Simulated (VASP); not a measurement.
CdSe (wurtzite):

```
CdSe
1.0
    2.15000    -3.72391     0.00000
    2.15000     3.72391     0.00000
    0.00000     0.00000     7.01000
Cd Se
2 2
Direct
  0.66667   0.33333   0.50000
  0.33333   0.66667   0.00000
  0.66667   0.33333   0.87600
  0.33333   0.66667   0.37600
```

The lowest empty band near Γ, direction c, from PBE with spin-orbit coupling in VASP (PAW); its two spin partners are averaged. The gap over the points computed is 0.55 eV, and the next band on that side lies 1.53 eV away at the edge.

Settings: 400 eV cut-off, 7×7×4 Γ-centred mesh, Gaussian smearing of 0.050 eV, potentials Cd Se.

```csv
distance from the edge in k (1/Å),distance in energy (meV)
0.012,9.1
0.018,20.0
0.025,37.6
0.035,70.2
0.050,131.4
0.070,227.7
```

Problem. Fit E(1 + αE) = ħ²k²/2m* (ħ²/2m0 = 3.810 eV Å²) and predict the row at 0.095 1/Å.

Solution. Least squares on the energies gives the electron mass m* = 0.060 m0 and α = 1.65 per eV, and so 361.4 meV. The run gave 360.4 meV, -1.0 meV from the fit. So light an electron mass at Γ scales with the gap, and carries this level's error in it.

Left out are points under 3 meV from the edge, since the levels carry 0.1 meV, and points farther than half the way to the next band.

The compound is CdSe in the wurtzite structure. The cell was not relaxed at this level.
